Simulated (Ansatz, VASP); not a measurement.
**Au: VASP beside Ansatz**

One calculation is typed for both programs; each brings its own data sets. How far apart do they land? Of the first pair: The cell is taken from a series of runs on this material, whose earlier steps may have relaxed, scaled, displaced or heated it; both programs get it as it stands.

Method: plane waves, with VASP 6.6.1 beside it; relaxation of cell and atoms at PBEsol and single point at PBEsol, in Ansatz 0.2.0.

**1. Starting point**

It takes space group Fm-3m (No. 225, cubic). Conventional cell: a = 4.083 Å, b = 4.083 Å, c = 4.083 Å, α = 90.00°, β = 90.00°, γ = 90.00°. Au has 12 Au at 2.89 Å nearest.

**2. Ansatz: relaxation of cell and atoms, PBEsol**

Ansatz runs on its PAW soft_1 files.

The relaxed volume is the usual yardstick between codes: in a stiff, nearly cubic crystal its relative difference is about their pressure difference at one cell divided by the bulk modulus.

input.yaml reads:

```yaml
crystal:
  lattice:
    - [0.0, 2.0417383949, 2.0417383949]
    - [2.0417383949, 0.0, 2.0417383949]
    - [2.0417383949, 2.0417383949, 0.0]
  atoms:
    - { symbol: Au, position: [0.0, 0.0, 0.0] }
kpoints:
  mp_grid: { grid: [18, 18, 18] }
scf:
  occupations: { method: fermi_dirac, width: 0.05 }
hamiltonian:
  xc: pbesol
  pseudopotentials: { kind: paw, azcp: { folder: soft_1 }, xc_functional: pbe }
basis:
  ecutwfc: 600
output:
  forces: true
  stress: true
relax:
  f_tol: 0.005
  max_steps: 70
  cell: { stress_tol: 0.02, p_target: 0 }
```

Command:

```
$ ansatz run input.yaml --threads 4 --pin off --max-ram 10240MiB --backend cpu --events-out ev --progress --plain --runs-dir out
```

Numbers of over 12 decimals in the logs are rounded to 6 here.

The log of the run:

```text
Engine: ansatz 0.2.0, aarch64-unknown-linux-gnu
Pseudopotentials: kind: paw
Pseudopotential: Au, paw, valence charge 19, recommended cutoff 420 eV (normal), soft_1/Au.paw.azcp
Functional definition: PBEsol
  exchange = pbesol_x
  correlation = pbesol_c
Crystal: 1 atoms, lattice volume = 17.023 Å³
Basis set: ecut = 600 eV, 537 PW (Γ), exchange–correlation on 48×48×48 points (8 copies of the dense FFT grid, shifted against one another)
Bands: 14, of which v1, the nominal top of the filled ones, is band 10 counted from 1 (9 counted from 0)
Symmetry: 48 space group operations
Space group: Fm-3m (ITA 225), of the structure as read, at distance tolerance 2.6e-5 Å
k-points: 195 of 5832
Non-local potential: Au, projectors of the file, l = 0: 3, l = 1: 2, l = 2: 2, l = 3: 1
PAW form: soft (Blöchl's): semilocal exchange-correlation on the pseudo side does not see the compensation charge
PAW frozen core: Au, regenerated for the run's functional, and the local potential with it (the file was generated under x = pbe(κ = 0.804, μ = 0.219515), c = pbe(β = 0.066725))
PAW one-centre angular grid: Au, 590 points (default); XC on 64 Gauss nodes
Initial density: superposition of atomic densities (chi_scale 0.1, normalization cell)
Initial wavefunctions: pseudopotential atomic-orbital guess
Functional: x = pbesol(κ = 0.804, μ = 0.123457), c = pbesol(β = 0.046)
SCF iter   1: F=—  HF=-13009.165014 eV  |F-HF|=—  |Δ(HF+E_count)|=         —  Δρ=7.46e-2  dr2=1.04e0  ethr=3.10e-3  ⟨swp⟩=4.2  Hψ=13625  notcnv=0
preconditioner: auto → none  [metal: Δε(μ)=0.030 eV  Ē_g=15.537 eV  σ=0.050 eV  W_gap=0.15  n_scr=8 (ndim 8)  ℏωp=29.8 eV  f_vac=0.000  D(μ)=0.44/eV (n_scr^D=0)  sad-step TF]
SCF iter   2: F=—  HF=-13008.903862 eV  |F-HF|=—  |Δ(HF+E_count)|=   2.61e-1  Δρ=3.35e-2  dr2=2.04e-1  ethr=3.10e-3  ⟨swp⟩=2.0  Hψ=5095  notcnv=0  defer=49
SCF iter   3: F=—  HF=-13008.842432 eV  |F-HF|=—  |Δ(HF+E_count)|=   6.14e-2  Δρ=5.14e-3  dr2=1.81e-3  ethr=1.08e-3  ⟨swp⟩=2.0  Hψ=4384  notcnv=0  defer=49
SCF iter   4: F=—  HF=-13008.843882 eV  |F-HF|=—  |Δ(HF+E_count)|=   1.45e-3  Δρ=5.60e-4  dr2=3.85e-5  ethr=9.55e-6  ⟨swp⟩=2.2  Hψ=4705  notcnv=0  defer=49
SCF iter   5: F=—  HF=-13008.843877 eV  |F-HF|=—  |Δ(HF+E_count)|=   5.54e-6  Δρ=3.20e-5  dr2=6.63e-8  ethr=5.26e-10  ⟨swp⟩=3.1  Hψ=11431  notcnv=0
SCF iter   6: F=-13008.843877 eV  HF=-13008.843877 eV  |F-HF|=9.99e-9  |Δ(HF+E_count)|=   6.24e-9  Δρ=8.91e-6  dr2=1.32e-8  ethr=3.49e-10  ⟨swp⟩=2.0  Hψ=9558  notcnv=0
SCF 1 converged in 6 iterations: F = -13008.843877 eV  dr2 = 1.32e-8
  greatest PAW one-centre occupation: 1.000 electrons in one spin orbital (limit 2), on the Au atom at site 0 (counted from 0), in its partial waves of l = 0
relax step   1: F+E_penalty+E_count = -13008.84387659 eV  Δ(F+E_penalty+E_count) = +0.000e0 eV  max|allowed force component| = 0.000e0 eV/Å  Δτ_max = 0.0000 Å  P = -0.005 GPa  Ω = 17.023 Å³  (6 SCF iters, dr2 threshold 1.00e-7 eV, accepted)
Initial density: handed on by an earlier stage of this run
Initial wavefunctions: pseudopotential atomic-orbital guess (no wavefunctions were taken with the density)
iter 1 solved again at ethr=2.43e-10 eV; its pass at ethr=3.10e-3 eV (dr2=4.62e-8 eV) is discarded
SCF iter   1: F=—  HF=-13008.843876 eV  |F-HF|=—  |Δ(HF+E_count)|=         —  Δρ=8.88e-6  dr2=1.31e-8  ethr=2.43e-10  ⟨swp⟩=4.1  Hψ=23642  notcnv=0
preconditioner: auto → none  [metal: Δε(μ)=0.010 eV  Ē_g=16.005 eV  σ=0.050 eV  W_gap=0.05  n_scr=8 (ndim 8)  ℏωp=29.8 eV  f_vac=0.000  D(μ)=0.29/eV (n_scr^D=0)]
SCF iter   2: F=—  HF=-13008.843877 eV  |F-HF|=—  |Δ(HF+E_count)|=   1.22e-7  Δρ=2.24e-6  dr2=6.73e-10  ethr=6.91e-11  ⟨swp⟩=2.3  Hψ=4007  notcnv=0
SCF iter   3: F=—  HF=-13008.843877 eV  |F-HF|=—  |Δ(HF+E_count)|=  2.20e-10  Δρ=5.73e-7  dr2=2.12e-11  ethr=3.54e-12  ⟨swp⟩=2.3  Hψ=4049  notcnv=0
SCF iter   4: F=-13008.843877 eV  HF=-13008.843877 eV  |F-HF|=3.64e-12  |Δ(HF+E_count)|=  3.82e-11  Δρ=6.09e-8  dr2=1.53e-13  ethr=1.00e-12  ⟨swp⟩=4.6  Hψ=9359  notcnv=0
SCF 2 converged in 4 iterations: F = -13008.843877 eV  dr2 = 1.53e-13
relax step   2: F+E_penalty+E_count = -13008.84387660 eV  Δ(F+E_penalty+E_count) = -6.250e-9 eV  max|allowed force component| = 0.000e0 eV/Å  Δτ_max = 0.0000 Å  P = -0.005 GPa  Ω = 17.023 Å³  stress off target by 5.00e-3 GPa  SCF on the basis re-selected at this cell (its energy is not comparable with the rows above)  (4 SCF iters)
basis re-selected at this cell: Δ(F+E_penalty+E_count) = -6.250e-9 eV, ΔP = -0.000 GPa vs the last step (what re-selecting the basis moved, of the pressure what is left beyond the Pulay correction that the steps carried, after the strain that the cell walked since its last selection, with what the two solves' SCF thresholds leave and, on support functions, any second-order correction that the steps lacked; it is no measure of the basis error at this ecutwfc). This SCF's stress stands 5.00e-3 GPa from its target on what of the cell is left free (relax.cell.stress_tol is 2.00e-2 GPa) and its largest allowed force component is 0.00e0 eV/Å (relax.f_tol is 5.00e-3 eV/Å): [rest of the remark cut]
SCF converged after 4 iterations
Free energy (F): -13008.843877 eV
Harris-Foulkes:  -13008.843877 eV  (|F-HF|=3.64e-12)
Internal energy: -13008.841571 eV  (E = F + TS)
E sigma→0 (E₀):  -13008.842724 eV
Entropy (-TS):   -0.002305 eV (-2.305 meV/atom)
Fermi energy:    20.382596 eV
--- Per-component energies (eV) ---
  E_band       = -211.344467
  E_kinetic    = 577.868221
  E_local      = -1700.090930  (includes V_loc(G=0)·N_el)
  E_nonlocal   = 101.466869
  E_hartree    = 734.283576
  E_xc         = -214.048294
  E_vxc        = -260.978372  (∫ρ·V_xc dr)
  E_paw        = -9590.362310  (= ΣΔE_a)
  E_vpaw       = -398.177298  (= ΣTr[D̂ρ^β])
  E_aug_tail   = -0.000117  (compensation charges beyond the density's cutoff)
  E_ewald      = -2918.268115
  E_core_change = 0.309527  (= ΣΔE_core)
  E_smearing   = -0.002305  (= −TS)
  E_closure    = 0.000000  (closes the sum)
  Σ components = -13008.843877   (vs F -13008.843877, Δ=0.00e0)
--- Forces (eV/Å), atoms counted from 1 ---
  atom   1  Au    -0.00000000    -0.00000000     0.00000000
  max |Σ_I F_I| component: 2.96e-31 eV/Å
--- Stress (GPa, compression-positive) ---
       -0.005003       0.000000       0.000000
        0.000000      -0.005003       0.000000
       -0.000000      -0.000000      -0.005003
  P = ⅓ Tr σ = -0.0050 GPa (-0.050 kbar)
--- Relaxed structure (1 steps of the walk, 1 accepted, 1 SCFs on fresh bases) ---
  F+E_penalty+E_count = -13008.84387660 eV   max|allowed force component| = 0.000e0 eV/Å   (the final SCF, on the basis selected at the relaxed cell)
  cell:  # Å, volume = 17.0228 Å³
    - [0.0, 2.0417383949, 2.0417383949]
    - [2.0417383949, 0.0, 2.0417383949]
    - [2.0417383949, 2.0417383949, 0.0]
  atoms:
    - { symbol: Au, position: [0.0, 0.0, 0.0] }
```

In the SCF lines HF is the Harris–Foulkes energy and dr2 the Hartree energy of the density residual, in eV; the loop may stop once dr2 is under the threshold and the program's other checks hold. Hψ counts applications of the Hamiltonian.

**3. VASP: relaxation of cell and atoms, PBEsol**

The same cell, functional, mesh and smearing now go to VASP, with its own data sets.

Lines of VASP's logs that name or quote its potential files are left out, and so is its time.

INCAR reads:

```
SYSTEM = Au
PREC = Accurate
ENCUT = 500
EDIFF = 1E-07
NELM = 120
ISMEAR = -1
SIGMA = 0.05
LREAL = .FALSE.
ALGO = Normal
GGA = PS
NBANDS = 11
LASPH = .TRUE.
LORBIT = 11
LWAVE = .FALSE.
LCHARG = .FALSE.
ISIF = 3
IBRION = 2
NSW = 80
EDIFFG = -0.005
GGA_COMPAT = .FALSE.
NELMIN = 4
KPAR = 2
```

POSCAR reads:

```
Au
1.0
    0.0000000000      2.0417383949      2.0417383949
    2.0417383949      0.0000000000      2.0417383949
    2.0417383949      2.0417383949      0.0000000000
Au
1
Direct
    0.0000000000      0.0000000000      0.0000000000
```

KPOINTS reads:

```
Automatic mesh
0
Gamma
18 18 18
0 0 0
```

The projector-augmented-wave data sets are Au (PBE family, release 64).

Command:

```
$ mpirun -np 2 vasp_std
```

The log of the run:

```text
[banner, memory and clock lines left out]
running    2 mpi-ranks, on    1 nodes
 distrk:  each k-point on    1 cores,    2 groups
 distr:  one band on    1 cores,    1 groups

 POSCAR found type information on POSCAR Au
 POSCAR found :  1 types and       1 ions
|                                                                             |
|               ----> ADVICE to this user running VASP <----                  |
|                                                                             |
|     You enforced a specific xc type in the INCAR file but a different       |
|     [... a line on the potential file left out ...]
|     I HOPE YOU KNOW WHAT YOU ARE DOING!                                     |
|                                                                             |

 LDA part: xc-table for (Slater+PW92), standard interpolation
 POSCAR, INCAR and KPOINTS ok, starting setup
 FFT: planning ... GRIDC
 FFT: planning ... GRID_SOFT
 FFT: planning ... GRID
 WAVECAR not read
 entering main loop
       N       E                     dE             d eps       ncg     rms          rms(c)
DAV:   1     0.444621613915E+02    0.44462E+02   -0.54949E+03  4594   0.858E+02
DAV:   2    -0.371421844830E+01   -0.48176E+02   -0.45666E+02  4836   0.187E+02
DAV:   3    -0.426205366484E+01   -0.54784E+00   -0.54740E+00  4908   0.195E+01
DAV:   4    -0.426378568387E+01   -0.17320E-02   -0.17319E-02  4821   0.127E+00
DAV:   5    -0.426379819981E+01   -0.12516E-04   -0.12515E-04  4932   0.104E-01    0.963E+00
DAV:   6    -0.395123365108E+01    0.31256E+00   -0.90233E-01  4521   0.805E+00    0.596E+00
DAV:   7    -0.392852750417E+01    0.22706E-01   -0.77127E-02  4908   0.232E+00    0.286E+00
DAV:   8    -0.392554215211E+01    0.29854E-02   -0.17546E-03  4638   0.418E-01    0.292E-01
DAV:   9    -0.392552839529E+01    0.13757E-04   -0.89144E-06  4833   0.295E-02    0.108E-02
DAV:  10    -0.392553145665E+01   -0.30614E-05   -0.11289E-06  4743   0.925E-03    0.112E-03
DAV:  11    -0.392553147414E+01   -0.17493E-07   -0.46459E-08  3050   0.190E-03
   1 F= -.39255315E+01 E0= -.39243923E+01  d E =-.392553E+01
 curvature:   0.00 expect dE= 0.000E+00 dE for cont linesearch  0.000E+00
 trial: gam= 0.00000 g(F)=  0.000E+00 g(S)=  0.112E-03 ort = 0.000E+00 (trialstep = 0.100E+01)
 search vector abs. value=  0.112E-03
 bond charge predicted
       N       E                     dE             d eps       ncg     rms          rms(c)
DAV:   1    -0.392750011274E+01   -0.19687E-02   -0.37018E-02  4521   0.188E+00    0.267E-01
DAV:   2    -0.392557418930E+01    0.19259E-02   -0.57846E-03  4446   0.637E-01    0.110E-01
DAV:   3    -0.392549180792E+01    0.82381E-04   -0.35139E-04  4872   0.152E-01    0.790E-02
DAV:   4    -0.392549433431E+01   -0.25264E-05   -0.14573E-05  4563   0.282E-02    0.319E-03
DAV:   5    -0.392549428183E+01    0.52482E-07   -0.22844E-07  4871   0.436E-03
   2 F= -.39254943E+01 E0= -.39243475E+01  d E =0.371923E-04
 trial-energy change:    0.000037  1 .order    0.000037   -0.000112    0.000186
 step:   0.3743(harm=  0.3770)  dis= 0.00000  next Energy=    -3.925552 (dE=-0.210E-04)
 bond charge predicted
       N       E                     dE             d eps       ncg     rms          rms(c)
DAV:   1    -0.392633846551E+01   -0.84413E-03   -0.14502E-02  4509   0.118E+00    0.166E-01
DAV:   2    -0.392558850227E+01    0.74996E-03   -0.22531E-03  4419   0.398E-01    0.702E-02
DAV:   3    -0.392555458087E+01    0.33921E-04   -0.13955E-04  4830   0.959E-02    0.505E-02
DAV:   4    -0.392555306624E+01    0.15146E-05   -0.54790E-06  4539   0.175E-02    0.105E-03
DAV:   5    -0.392555307287E+01   -0.66254E-08   -0.10520E-07  4559   0.281E-03
   3 F= -.39255531E+01 E0= -.39244111E+01  d E =-.215987E-04
 curvature:  -0.19 expect dE=-0.200E-07 dE for cont linesearch -0.200E-07
 trial: gam= 0.00000 g(F)=  0.147E-63 g(S)=  0.106E-06 ort =-0.346E-05 (trialstep = 0.875E+00)
 search vector abs. value=  0.106E-06
 reached required accuracy - stopping structural energy minimisation
```

From OUTCAR (step 3):

```text
ion  position               nearest neighbor table
   1  0.000  0.000  0.000-

  LATTYP: Found a face centered cubic cell.
 ALAT       =     4.0834767898

 Subroutine GETGRP returns: Found 48 space group operations
 (whereof 48 operations were pure point group operations)

The static configuration has the point symmetry O_h .

 Found    195 irreducible k-points:

   k-points           NKPTS =    195   k-points in BZ     NKDIM =    195   number of bands    NBANDS=     11

   dimension x,y,z NGX =    24 NGY =   24 NGZ =   24
   dimension x,y,z NGXF=    48 NGYF=   48 NGZF=   48

   ENCUT  =  500.0 eV  36.75 Ry    6.06 a.u.   5.26  5.26  5.26*2*pi/ulx,y,z

   NELECT =      11.0000    total number of electrons

 k-points in reciprocal lattice and weights: Automatic mesh
   0.00000000  0.00000000  0.00000000       0.000
   0.05555556  0.00000000  0.00000000       0.001
   0.11111111  0.00000000  0.00000000       0.001
   0.16666667  0.00000000  0.00000000       0.001
   0.22222222  0.00000000  0.00000000       0.001
   0.27777778  0.00000000  0.00000000       0.001
   0.33333333  0.00000000  0.00000000       0.001
   0.38888889  0.00000000  0.00000000       0.001
   0.44444444  0.00000000  0.00000000       0.001
[...]
-0.27777778  0.44444444  0.22222222       0.004
  -0.27777778  0.50000000  0.22222222       0.002

 average (electrostatic) potential at core
       1 -64.0425

 E-fermi :   9.2949

 k-point     1 :       0.0000    0.0000    0.0000
  band No.  band energies     occupation
    ...
      2       4.6304      2.00000
      3       4.6304      2.00000
      4       4.6304      2.00000
      5       6.1676      2.00000
      6       6.1676      2.00000
      7      23.8184      0.00000
      8      27.8280      0.00000
      9      27.8280      0.00000
     10      27.8280      0.00000
     11      32.7027      0.00000

 k-point     2 :       0.0556    0.0000    0.0000
  band No.  band energies     occupation
    ...
      2       4.5940      2.00000
      3       4.6681      2.00000
      4       4.6681      2.00000
      5       6.1500      2.00000
      6       6.1500      2.00000
      7      23.9484      0.00000
      8      27.1104      0.00000
      9      27.9579      0.00000
     10      27.9579      0.00000
     11      33.3218      0.00000

 k-point     3 :       0.1111    0.0000    0.0000
  band No.  band energies     occupation
    ...
      2       4.5016      2.00000
      3       4.7667      2.00000
      4       4.7667      2.00000
      5       6.1142      2.00000
      6       6.1142      2.00000
      7      24.2446      0.00000
      8      25.6300      0.00000
      9      28.3251      0.00000
     10      28.3251      0.00000
     11      33.1068      0.00000

  Total        0.0008572      0.0008572      0.0008572     -0.0000000      0.0000000     -0.0000000
  in kB        0.0808028      0.0808028      0.0808028     -0.0000000      0.0000000     -0.0000000
  external PRESSURE =       0.0808028 kB  Pullay stress =       0.0000000 kB

  energy-cutoff  :      500.00
  volume of cell :       17.00
      direct lattice vectors                 reciprocal lattice vectors
     0.000000000  2.040711518  2.040711518    -0.245012583  0.245012583  0.245012583
     2.040711518 -0.000000000  2.040711518     0.245012583 -0.245012583  0.245012583
     2.040711518  2.040711518 -0.000000000     0.245012583  0.245012583 -0.245012583

 POSITION                                       TOTAL-FORCE (eV/Angst)
 -----------------------------------------------------------------------------------
      0.00000      0.00000      0.00000        -0.000000      0.000000     -0.000000
 -----------------------------------------------------------------------------------
    total drift:                               -0.000000      0.000000     -0.000000

  FREE ENERGIE OF THE ION-ELECTRON SYSTEM (eV)
  ---------------------------------------------------
  free  energy   TOTEN  =        -3.9255530729 eV

  energy  without entropy=       -3.9232690419  energy(sigma->0) =       -3.92441106

 reached required accuracy - stopping structural energy minimisation

 total charge
# of ion       s       p       d       tot
------------------------------------------
    1        0.537   0.360   8.751   9.647

[... 3 further parts left out ...]
```

The run keeps the 48 symmetry operations of its start, so it cannot find a distortion of lower symmetry.

**4. Comparison**

Known differences besides the potentials themselves: the data sets hold 19 valence electrons in Ansatz (on its PAW soft_1 files) and 11 in VASP; the cutoff is 600 eV in Ansatz and 500 eV in VASP; Ansatz makes its cores anew for this functional, VASP keeps those of its PBE data sets; Ansatz adds a Pulay correction to the stress that steers its cell, VASP none. Total energies have different zeros and are not compared.

The two programs side by side:

```tsv
quantity	Ansatz	VASP	difference
volume (Å³)	17.02	17.00	+0.15 %
edge a after relaxation, in the typed setting (Å)	2.888	2.886	+0.05 %
```

**5. Ansatz: relaxation, PBEsol**

This run makes the geometry at which the two programs are then compared.

The structure compared here is the end of the Ansatz relaxation.

input.yaml: that of step 2 with these lines changed.

```diff
@@ -22,2 +22,2 @@
   max_steps: 70
-  cell: { stress_tol: 0.02, p_target: 0 }
+  cell: { stress_tol: 0.02, p_target: -4 }
```

Command:

```
$ ansatz run input.yaml --threads 4 --pin off --max-ram 10240MiB --backend cpu --events-out ev --progress --plain --runs-dir out
```

The log of the run:

```text
[...]
Crystal: 1 atoms, lattice volume = 17.023 Å³
Basis set: ecut = 600 eV, 537 PW (Γ), exchange–correlation on 48×48×48 points (8 copies of the dense FFT grid, shifted against one another)
Bands: 14, of which v1, the nominal top of the filled ones, is band 10 counted from 1 (9 counted from 0)
Symmetry: 48 space group operations
[...]
k-points: 195 of 5832
[...]
--- Stress (GPa, compression-positive) ---
       -3.996816      -0.000000      -0.000000
       -0.000000      -3.996816      -0.000000
       -0.000000      -0.000000      -3.996816
  P = ⅓ Tr σ = -3.9968 GPa (-39.968 kbar)
--- Relaxed structure (4 steps of the walk, 3 accepted, 1 SCFs on fresh bases) ---
[...]
cell:  # Å, volume = 17.4441 Å³
    - [0, 2.058447, 2.058447]
    - [2.058447, 0, 2.058447]
    - [2.058447, 2.058447, 0]
  atoms:
    - { symbol: Au, position: [0.0, 0.0, 0.0] }
[key lines of the parts left out:]
SCF converged after 6 iterations
Free energy (F): -13008.838471 eV
Fermi energy:    19.701721 eV
```

[end of part 1 of 2]

[Lines on the potential files, build, host, timing and source positions are cut from VASP's logs without a mark.]

[Logs are printed without paths, hosts, clocks, repeated set-up lines and the standing remarks that a program may print on its own settings, such as how far it seeks lower states.]

[Hosts, paths, dates, database ids (printed as entryN), source tags and the programs' standing remarks are cut or masked in the printed files.]
